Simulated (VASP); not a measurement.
Data:

```
CELL_PARAMETERS angstrom
      0.00000     3.41154     3.41154
      3.41154     0.00000     3.41154
      3.41154     3.41154     0.00000
ATOMIC_POSITIONS crystal
  Zr 0.01972 0.99637 0.98865
  Cu 0.74205 0.74923 0.74974
  Cu 0.34411 0.90222 0.37304
  Cu 0.39316 0.37103 0.38328
  Cu 0.85256 0.38853 0.38503
  Cu 0.39840 0.34262 0.87026
```

All values below come from LDA (Ceperley-Alder, Perdew-Zunger), VASP's LDA PAW potentials (set 64) (plane waves; VASP). Run with 300 eV cut-off, 4×4×4 Γ-centred mesh, Gaussian smearing of 0.050 eV, potentials Zr_sv Cu.

At this cut-off the stress carries a Pulay error, which pulls relaxed volumes low.

**Question.** Give the force on each atom (eV/Å).

**Answer.** 
| atom | Fx | Fy | Fz |
|---|---|---|---|
| Zr1 | 0.129 | -0.070 | -0.601 |
| Cu2 | -0.109 | 0.142 | 0.086 |
| Cu3 | -0.528 | 1.115 | -0.573 |
| Cu4 | -0.436 | -1.260 | -0.447 |
| Cu5 | -0.317 | 0.272 | 1.291 |
| Cu6 | 1.261 | -0.199 | 0.245 |

**Question.** Give the stress tensor in GPa (positive for a compressed cell).

**Answer.** 
```
-8.92   1.69  -1.13
 1.69  -6.84   0.35
-1.13   0.35  -6.60
```
The pressure is its mean diagonal, -7.46 GPa.

The structure comes from a computed database's ZrCu5 entry; how it stands against other phases isn't given here. The cell was not relaxed at this level, atoms are displaced from their ideal sites. The k-mesh is coarse (spacing up to 0.40 per Å, 2π included), so the numbers may not be converged in it. The electron count is odd and the run is not spin-polarised, which forces a metal.
